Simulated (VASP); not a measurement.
Runs of VASP 6.6.1 on SbH3. The cell holds a molecule in a box, 4 atoms: a = 11.000 Å, b = 12.000 Å, c = 11.000 Å, α = 90.00°, β = 90.00°, γ = 90.00°. 

| task | level | potentials or basis | cell | cutoff (eV) | grid for exact exchange (PRECFOCK) | exchange at q = 0 | screening parameter | gap on the mesh (eV) | largest force (eV/Å) |
| --- | --- | --- | --- | --- | --- | --- | --- | --- | --- |
| single point | r2SCAN0 | VASP PAW PBE potentials, release 64 (Sb, H) | as given | 520 | Fast | truncated | - | (b) | 0.24 |
| electron localisation function | PBE | VASP PAW PBE potentials, release 64 (Sb, H) | as given | 520 | - | - | - | 5.46 | 0.67 |
| single point | HSE06 | VASP PAW PBE potentials, release 64 (Sb, H_h) | as given | 900 | Fast | - | 0.2 1/A | (a) | 0.02 |
| relaxation of the atoms | PBE | VASP PAW PBE potentials, release 64 (Sb, H) | atoms relaxed from: atoms moved at random, drawn with an rms of 0.02 Å | 520 | - | - | - | 5.43 | - |
| relaxation of the atoms | BLYP | VASP PAW PBE potentials, release 64 (Sb, H) | atoms relaxed | 520 | - | - | - | 5.37 | - |
| atomic charges | PBE+TS | VASP PAW PBE potentials, release 64 (Sb, H) | as given | 520 | - | - | - | 5.46 | 0.67 |
| single point | PBE | VASP PAW PBE potentials, release 64 (Sb, H) | as given | 520 | - | - | - | 5.46 | 0.67 |
| relaxation of the atoms | PBE+D3(BJ) | VASP PAW PBE potentials, release 64 (Sb, H) | atoms relaxed | 520 | - | - | - | 5.44 | - |

Alike in all rows: no spin polarisation; k mesh 1 × 1 × 1; smearing gaussian 0.01 eV.

Question: Estimate the missing entries.

Answer: (a) 6.40; (b) 7.48.

Caveats: spin-orbit coupling is left out, which moves the levels of the heavy elements; the PAW data sets were made with another functional, which shifts forces and pressure a little (some runs).

A k mesh can miss the band edges, and the runs leave out spin-orbit coupling on Sb.
